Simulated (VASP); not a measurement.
Computed with PBEsol GGA with spin-orbit coupling, VASP's PBE PAW potentials (set 64) (plane waves; VASP).

The input files of a VASP run:

File KPOINTS:
```
Automatic
0
G
14 14 14
0 0 0
```

### KPOINTS_OPT
```
k-points along high-symmetry lines
8
Line-mode
Reciprocal
  0.000000   0.000000   0.000000 ! GAMMA
  0.500000  -0.500000   0.500000 ! H

  0.500000  -0.500000   0.500000 ! H
  0.000000   0.000000   0.500000 ! N

  0.000000   0.000000   0.500000 ! N
  0.000000   0.000000   0.000000 ! GAMMA

  0.000000   0.000000   0.000000 ! GAMMA
  0.250000   0.250000   0.250000 ! P

  0.250000   0.250000   0.250000 ! P
  0.500000  -0.500000   0.500000 ! H

  0.250000   0.250000   0.250000 ! P
  0.000000   0.000000   0.500000 ! N
```

### INCAR
```
! general
SYSTEM     = Nb
PREC       = Accurate
ENCUT      = 400
LREAL      = .FALSE.   ! projection in real space or not
LASPH      = .TRUE.

! electronic loop
EDIFF      = 1E-6   ! SCF stop (eV)
NELM       = 100   ! most electronic steps
ALGO       = Normal   ! blocked Davidson
LMAXMIX    = 4

! smearing
ISMEAR     = 0   ! Gaussian
SIGMA      = 0.05

! functional
GGA        = PS   ! PBEsol
GGA_COMPAT = .FALSE.

! spin
MAGMOM     = 0 0 0
LSORBIT    = .TRUE.

! output
LWAVE      = .FALSE.
LCHARG     = .FALSE.
```

File POSCAR:
```
Nb
1
   -1.6332557465     1.6332557465     1.6332557465
    1.6332557465    -1.6332557465     1.6332557465
    1.6332557465     1.6332557465    -1.6332557465
Nb
1
Direct
  0.0000000000   0.0000000000   0.0000000000
```

POTCAR, in this order: Nb_sv (PBE.64 set). Program: vasp_ncl.

The resulting files:

### OSZICAR
```
       N       E                     dE             d eps       ncg     rms          rms(c)
DAV:   1     0.125186756500E+03    0.12519E+03   -0.64749E+03  4184   0.113E+03
DAV:   2    -0.356277270364E+01   -0.12875E+03   -0.12573E+03  4884   0.458E+02
DAV:   3    -0.112466827485E+02   -0.76839E+01   -0.74063E+01  7736   0.844E+01
DAV:   4    -0.114922488047E+02   -0.24557E+00   -0.24289E+00  5448   0.121E+01
DAV:   5    -0.115025769270E+02   -0.10328E-01   -0.10325E-01  6492   0.225E+00    0.803E+00
DAV:   6    -0.110790550823E+02    0.42352E+00   -0.74255E-01  5700   0.113E+01    0.280E+00
DAV:   7    -0.110275002860E+02    0.51555E-01   -0.30155E-01  6968   0.641E+00    0.107E+00
DAV:   8    -0.110306732191E+02   -0.31729E-02   -0.10832E-02  5512   0.139E+00    0.704E-01
DAV:   9    -0.110315914871E+02   -0.91827E-03   -0.39207E-03  5196   0.913E-01    0.195E-01
DAV:  10    -0.110314765278E+02    0.11496E-03   -0.69135E-04  5884   0.370E-01    0.227E-02
DAV:  11    -0.110314720060E+02    0.45218E-05   -0.21040E-05  5640   0.701E-02    0.591E-03
DAV:  12    -0.110314716361E+02    0.36998E-06   -0.13165E-06  3556   0.103E-02
   1 F= -.11031472E+02 E0= -.11030458E+02  d E =-.202653E-02  mag=    -0.0000    -0.0000    -0.0000
       N       E                     dE             ncg
```

**OUTCAR**
```
------------------------ aborting loop because EDIFF is reached ----------------------------------------
  FORCE on cell =-STRESS in cart. coord.  units (eV):
  Direction    XX          YY          ZZ          XY          YZ          ZX
  --------------------------------------------------------------------------------------
  Total       -0.0112877     -0.0112877     -0.0112877     -0.0000000      0.0000000      0.0000000
  in kB       -1.0377559     -1.0377559     -1.0377559     -0.0000000      0.0000000      0.0000000
  external PRESSURE =      -1.0377559 kB  Pullay stress =       0.0000000 kB
  volume of cell :       17.43
      direct lattice vectors                 reciprocal lattice vectors
    -1.633255746  1.633255746  1.633255746     0.000000000  0.306136991  0.306136991
     1.633255746 -1.633255746  1.633255746     0.306136991  0.000000000  0.306136991
     1.633255746  1.633255746 -1.633255746     0.306136991  0.306136991  0.000000000
 POSITION                                       TOTAL-FORCE (eV/Angst)
 -----------------------------------------------------------------------------------
      0.00000      0.00000      0.00000        -0.000000     -0.000000      0.000000
 -----------------------------------------------------------------------------------
    total drift:                                0.000000      0.000000      0.000000
  FREE ENERGIE OF THE ION-ELECTRON SYSTEM (eV)
  ---------------------------------------------------
  free  energy   TOTEN  =       -11.0314716361 eV

  energy  without entropy=      -11.0294451077  energy(sigma->0) =      -11.03045837

 Ion:    1  E_soc:     -0.1749060
```
(Selected blocks of OUTCAR.)

### OUTCAR
```
 val. band max:       11.5332412132   @ k =  -0.2857   0.4286   0.1429

 cond. band min:      11.5425125392   @ k =   0.0714   0.0714   0.0000


 Fermi energy:        11.5356613634

 k-point     1 :       0.0000    0.0000    0.0000
  band No.  band energies     occupation
      1     -42.7078      1.00000
      2     -42.7078      1.00000
      3     -19.3923      1.00000
      4     -19.3923      1.00000
      5     -17.2524      1.00000
      6     -17.2524      1.00000
      7     -17.2524      1.00000
      8     -17.2524      1.00000
      9       5.5036      1.00000
     10       5.5036      1.00000
     11      11.8316      0.00000
     12      11.8316      0.00000
     13      11.8316      0.00000
     14      11.8316      0.00000
     15      11.9417      0.00000
     16      11.9417      0.00000
     17      14.8961      0.00000
     18      14.8961      0.00000
     19      14.8961      0.00000
     20      14.8961      0.00000

 k-point     2 :       0.0714    0.0000    0.0000
  band No.  band energies     occupation
      1     -42.6942      1.00000
      2     -42.6942      1.00000
      3     -19.4242      1.00000
      4     -19.4242      1.00000
      5     -17.3154      1.00000
      6     -17.3154      1.00000
      7     -17.2646      1.00000
      8     -17.2646      1.00000
      9       5.7229      1.00000
     10       5.7229      1.00000
     11      11.7207      0.00000
     12      11.7207      0.00000
     13      11.8337      0.00000
     14      11.8337      0.00000
     15      12.0912      0.00000
     16      12.0912      0.00000
     17      14.6874      0.00000
     18      14.6874      0.00000
     19      14.8962      0.00000
     20      14.8962      0.00000

 k-point     3 :       0.1429    0.0000    0.0000
  band No.  band energies     occupation
      1     -42.6557      1.00000
      2     -42.6557      1.00000
      3     -19.5179      1.00000
      4     -19.5179      1.00000
      5     -17.4844      1.00000
...
```

The structure comes from a measured Nb entry (Im-3m) of the Crystallography Open Database, whose conditions weren't checked. It was relaxed first.
